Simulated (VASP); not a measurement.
Given:

```
Pd
1.0
    0.00000     1.92983     1.92983
    1.92983     0.00000     1.92983
    1.92983     1.92983     0.00000
Pd
1
Direct
  0.00000   0.00000   0.00000
```

Level of theory: PBE GGA, VASP's PBE PAW potentials (set 64) (plane waves; VASP). Numerical set-up: 300 eV cut-off, 15×15×15 Γ-centred mesh, Gaussian smearing of 0.14 eV, potentials Pd.

Give the energies of bands 1 to 6 at the high-symmetry points, in eV from the Fermi level.

```json
[
 {"band": "1", "Γ": "-7.35", "X": "-5.61", "U": "-4.93", "L": "-5.50", "W": "-4.51"},
 {"band": "2", "Γ": "-2.95", "X": "-5.31", "U": "-4.32", "L": "-3.01", "W": "-3.52"},
 {"band": "3", "Γ": "-2.95", "X": "-0.05", "U": "-2.06", "L": "-3.01", "W": "-3.52"},
 {"band": "4", "Γ": "-2.95", "X": "0.31", "U": "-1.00", "L": "-0.02", "W": "-1.38"},
 {"band": "5", "Γ": "-1.27", "X": "0.31", "U": "-0.16", "L": "-0.02", "W": "0.31"},
 {"band": "6", "Γ": "-1.27", "X": "3.34", "U": "7.24", "L": "0.95", "W": "9.06"}
]
```

It has no gap at this level: it comes out as a metal or semimetal.

The structure is a typed Pd crystal (Fm-3m). The cell was not relaxed at this level.
